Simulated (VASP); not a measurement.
Level of theory: r2SCAN meta-GGA, VASP's PBE PAW potentials (set 64) (plane waves; VASP).

The input files of a VASP run:

File POSCAR:
```
CuI
1.0
  0.0000000000   3.0046252435   3.0046252435
  3.0046252435   0.0000000000   3.0046252435
  3.0046252435   3.0046252435   0.0000000000
Cu I
1 1
Cartesian
  1.5023126218   1.5023126218   1.5023126218
  6.0092504870   3.0046252435   3.0046252435
```

File KPOINTS:
```
Automatic
0
Gamma
  7 7 7
0 0 0
```

### INCAR
```
ALGO=Normal
EDIFF=1E-6
EDIFFG=-0.01
ENCUT=400
IBRION=2
ISIF=3
ISMEAR=0
LASPH=T
LCHARG=F
LMAXMIX=4
LMIXTAU=T
LREAL=F
LWAVE=F
METAGGA=R2SCAN
NELM=100
NSW=60
PREC=Accurate
SIGMA=0.05
SYSTEM=CuI
```

POTCAR, in this order: Cu I (PBE.64 set). Program: vasp_std.

The resulting files:

OUTCAR:
```
 ion  position               nearest neighbor table
   1  0.250  0.250  0.250-   2 2.60   2 2.60   2 2.60   2 2.60
   2  0.000  0.000  0.000-   1 2.60   1 2.60   1 2.60   1 2.60
  LATTYP: Found a face centered cubic cell.
 ALAT       =     6.0092504870
 Subroutine PRICEL returns:
 Original cell was already a primitive cell.
 Subroutine GETGRP returns: Found 24 space group operations
The static configuration has the point symmetry T_d .
The dynamic configuration has the point symmetry T_d .
 Subroutine INISYM returns: Found 24 space group operations
 Subroutine IBZKPT returns following result:
 Found     20 irreducible k-points:

 Following reciprocal coordinates:
            Coordinates               Weight
  0.000000  0.000000  0.000000      1.000000
  0.142857  0.000000  0.000000      8.000000
  0.285714  0.000000  0.000000      8.000000
  0.428571  0.000000  0.000000      8.000000
  0.142857  0.142857  0.000000      6.000000
  0.285714  0.142857  0.000000     24.000000
  0.428571  0.142857  0.000000     24.000000
 -0.428571  0.142857  0.000000     24.000000
 -0.285714  0.142857  0.000000     24.000000
 -0.142857  0.142857  0.000000     12.000000
  0.285714  0.285714  0.000000      6.000000
  0.428571  0.285714  0.000000     24.000000
 -0.428571  0.285714  0.000000     24.000000
 -0.285714  0.285714  0.000000     12.000000
  0.428571  0.428571  0.000000      6.000000
 -0.428571  0.428571  0.000000     12.000000
  0.428571  0.285714  0.142857     24.000000
 -0.428571  0.285714  0.142857     48.000000
 -0.428571  0.428571  0.142857     24.000000
 -0.285714  0.428571  0.142857     24.000000
   k-points           NKPTS =     20   k-points in BZ     NKDIM =     20   number of bands    NBANDS=     13
   number of dos      NEDOS =    301   number of ions     NIONS =      2
   total plane-waves  NPLWV =  21952
   dimension x,y,z NGX =    28 NGY =   28 NGZ =   28
   dimension x,y,z NGXF=    56 NGYF=   56 NGZF=   56
   ions per type =               1   1
   PREC   = accura    normal or accurate (medium, high low for compatibility)
   ISTART =      0    job   : 0-new  1-cont  2-samecut
   ICHARG =      2    charge: 1-file 2-atom 10-const
   ISPIN  =      1    spin polarized calculation?
   LNONCOLLINEAR =      F non collinear calculations
   LSORBIT =      F    spin-orbit coupling
   INIWAV =      1    electr: 0-lowe 1-rand  2-diag
   ENCUT  =  400.0 eV  29.40 Ry    5.42 a.u.   6.93  6.93  6.93*2*pi/ulx,y,z
   NELM   =    100;   NELMIN=  2; NELMDL= -5     # of ELM steps
   EDIFF  = 0.1E-05   stopping-criterion for ELM
   LREAL  =      F    real-space projection
   NLSPLINE    = F    spline interpolate recip. space projectors
   LMAXMIX     =    4 max onsite mixed and CHGCAR
   VOSKOWN=      0    Vosko Wilk Nusair interpolation
   EDIFFG = -.1E-01   stopping-criterion for IOM
   NSW    =     60    number of steps for IOM
   NBLOCK =      1;   KBLOCK =     60    inner block; outer block
   IBRION =      2    ionic relax: 0-MD 1-quasi-New 2-CG
   NFREE  =      1    steps in history (QN), initial steepest desc. (CG)
   ISIF   =      3    stress and relaxation
   ISYM   =      2    0-nonsym 1-usesym 2-fastsym
   TEIN   =    0.0    initial temperature
   TEBEG  =    0.0;   TEEND  =   0.0 temperature during run
   SMASS  =  -3.00    Nose mass-parameter (am)
   PSTRESS=    0.0 pullay stress
   NELECT =      18.0000    total number of electrons
   EFERMI =   0.00;   METHOD = LEGACY
   ISMEAR =     0;   SIGMA  =   0.05  broadening in eV -4-tet -1-fermi 0-gaus
   IALGO  =     38    algorithm
   LDIAG  =      T    sub-space diagonalisation (order eigenvalues)
   IMIX   =      4    mixing-type and parameters
     AMIX     =   0.40;   BMIX     =  1.00
     AMIX_MAG =   1.60;   BMIX_MAG =  1.00
...
```

OSZICAR:
```
       N       E                     dE             d eps       ncg     rms          rms(c)
DAV:   1     0.596749951204E+02    0.59675E+02   -0.65980E+03   520   0.121E+03
DAV:   2    -0.327864000572E+02   -0.92461E+02   -0.85652E+02   533   0.248E+02
DAV:   3    -0.389190302537E+02   -0.61326E+01   -0.60422E+01   690   0.759E+01
DAV:   4    -0.390821555278E+02   -0.16313E+00   -0.16302E+00   565   0.117E+01
DAV:   5    -0.390901407554E+02   -0.79852E-02   -0.79850E-02   757   0.289E+00    0.599E+00
DAV:   6    -0.361081633508E+02    0.29820E+01   -0.87194E+00   520   0.820E+01    0.490E+00
DAV:   7    -0.357935040912E+02    0.31466E+00   -0.15459E+00   575   0.475E+01    0.246E+00
DAV:   8    -0.358094522319E+02   -0.15948E-01   -0.61647E-01   594   0.225E+01    0.145E+00
DAV:   9    -0.357304093652E+02    0.79043E-01   -0.21613E-01   652   0.127E+01    0.220E-01
DAV:  10    -0.357906072905E+02   -0.60198E-01   -0.25850E-02   520   0.172E+00    0.115E-01
DAV:  11    -0.357907993327E+02   -0.19204E-03   -0.57624E-04   674   0.261E-01    0.730E-02
DAV:  12    -0.357899348150E+02    0.86452E-03   -0.19415E-03   605   0.134E+00    0.109E-01
DAV:  13    -0.357908465474E+02   -0.91173E-03   -0.17345E-03   620   0.126E+00    0.148E-02
DAV:  14    -0.357908315536E+02    0.14994E-04   -0.47258E-05   553   0.864E-02    0.103E-02
DAV:  15    -0.357908592269E+02   -0.27673E-04   -0.22224E-05   621   0.104E-01    0.328E-03
DAV:  16    -0.357908586894E+02    0.53753E-06   -0.15431E-06   513   0.126E-02
   1 F= -.35790859E+02 E0= -.35790859E+02  d E =-.357909E+02
       N       E                     dE             d eps       ncg     rms          rms(c)
DAV:   1    -0.357914804818E+02   -0.62125E-03   -0.10659E-02   520   0.262E+00    0.195E-01
DAV:   2    -0.357910880827E+02    0.39240E-03   -0.59867E-03   520   0.250E+00    0.713E-02
DAV:   3    -0.357908994540E+02    0.18863E-03   -0.10976E-03   530   0.112E+00    0.340E-02
DAV:   4    -0.357908734087E+02    0.26045E-04   -0.68543E-05   600   0.963E-02    0.109E-02
DAV:   5    -0.357908687150E+02    0.46937E-05   -0.83934E-06   674   0.409E-02    0.678E-03
DAV:   6    -0.357908685587E+02    0.15637E-06   -0.55952E-06   530   0.367E-02
   2 F= -.35790869E+02 E0= -.35790869E+02  d E =-.986924E-05
       N       E                     dE             d eps       ncg     rms          rms(c)
DAV:   1    -0.357909296508E+02   -0.60936E-04   -0.99955E-04   520   0.791E-01    0.610E-02
DAV:   2    -0.357908803881E+02    0.49263E-04   -0.58554E-04   520   0.774E-01    0.225E-02
DAV:   3    -0.357908688782E+02    0.11510E-04   -0.10742E-04   530   0.351E-01    0.105E-02
DAV:   4    -0.357908682648E+02    0.61343E-06   -0.65023E-06   570   0.276E-02
   3 F= -.35790868E+02 E0= -.35790868E+02  d E =-.957534E-05
```

**OUTCAR**
```
------------------------ aborting loop because EDIFF is reached ----------------------------------------
  FORCE on cell =-STRESS in cart. coord.  units (eV):
  Direction    XX          YY          ZZ          XY          YZ          ZX
  --------------------------------------------------------------------------------------
  Total       -0.0099528     -0.0099528     -0.0099528      0.0000000      0.0000000      0.0000000
  in kB       -0.2936270     -0.2936270     -0.2936270      0.0000000      0.0000000      0.0000000
  external PRESSURE =      -0.2936270 kB  Pullay stress =       0.0000000 kB
  volume of cell :       54.31
      direct lattice vectors                 reciprocal lattice vectors
    -0.000000000  3.005688587  3.005688587    -0.166351232  0.166351232  0.166351232
     3.005688587  0.000000000  3.005688587     0.166351232 -0.166351232  0.166351232
     3.005688587  3.005688587  0.000000000     0.166351232  0.166351232 -0.166351232
  FREE ENERGIE OF THE ION-ELECTRON SYSTEM (eV)
  ---------------------------------------------------
  free  energy   TOTEN  =       -35.7908682648 eV

  energy  without entropy=      -35.7908682647  energy(sigma->0) =      -35.79086826

 reached required accuracy - stopping structural energy minimisation
```
(Selected blocks of OUTCAR.)

### CONTCAR
```
CuI
   1.00000000000000
    -0.0000000000000000    3.0056885867524188    3.0056885867524188
     3.0056885867524188    0.0000000000000000    3.0056885867524188
     3.0056885867524188    3.0056885867524188    0.0000000000000000
  Cu              I
     1     1
Direct
     0.2500000000000000    0.2500000000000000    0.2500000000000000
     0.0000000000000000    0.0000000000000000    0.0000000000000000
```

### OUTCAR
```
 val. band max:        4.5413608191   @ k =   0.0000   0.0000   0.0000

 cond. band min:       6.2285672170   @ k =   0.0000   0.0000   0.0000


 Fermi energy:         4.7721716979

 k-point     1 :       0.0000    0.0000    0.0000
  band No.  band energies     occupation
      1     -10.1259      2.00000
      2       0.6228      2.00000
      3       0.6228      2.00000
      4       0.6228      2.00000
      5       2.5999      2.00000
      6       2.5999      2.00000
      7       4.5413      2.00000
      8       4.5414      2.00000
      9       4.5414      2.00000
     10       6.2286      0.00000
     11       9.7514      0.00000
     12       9.7516      0.00000
     13       9.7516      0.00000

 k-point     2 :       0.1429    0.0000    0.0000
  band No.  band energies     occupation
      1     -10.0216      2.00000
      2       0.2362      2.00000
      3       0.6303      2.00000
      4       0.6303      2.00000
      5       2.5918      2.00000
      6       2.5918      2.00000
      7       3.8168      2.00000
      8       4.3847      2.00000
      9       4.3847      2.00000
     10       6.9961      0.00000
     11       9.6980      0.00000
     12      10.0410      0.00000
     13      10.0412      0.00000

 k-point     3 :       0.2857    0.0000    0.0000
  band No.  band energies     occupation
      1      -9.7682      2.00000
      2      -0.6328      2.00000
      3       0.6422      2.00000
      4       0.6422      2.00000
      5       2.5930      2.00000
      6       2.5931      2.00000
      7       3.0702      2.00000
      8       4.0663      2.00000
      9       4.0664      2.00000
     10       7.2697      0.00000
     11      10.3599      0.00000
     12      10.3600      0.00000
     13      10.8690      0.00000

 k-point     4 :       0.4286    0.0000    0.0000
  band No.  band energies     occupation
      1      -9.5413      2.00000
      2      -1.3181      2.00000
      3       0.6464      2.00000
...
```

Unless said otherwise, spin-orbit coupling is left out, though it shifts the bands of the heavy elements here.

The structure comes from a measured CuI entry (F-43m) of the Crystallography Open Database, whose conditions weren't checked. This run relaxes it. Symmetry was kept, so distortions that lower it aren't found. The start is the result of an earlier pass.
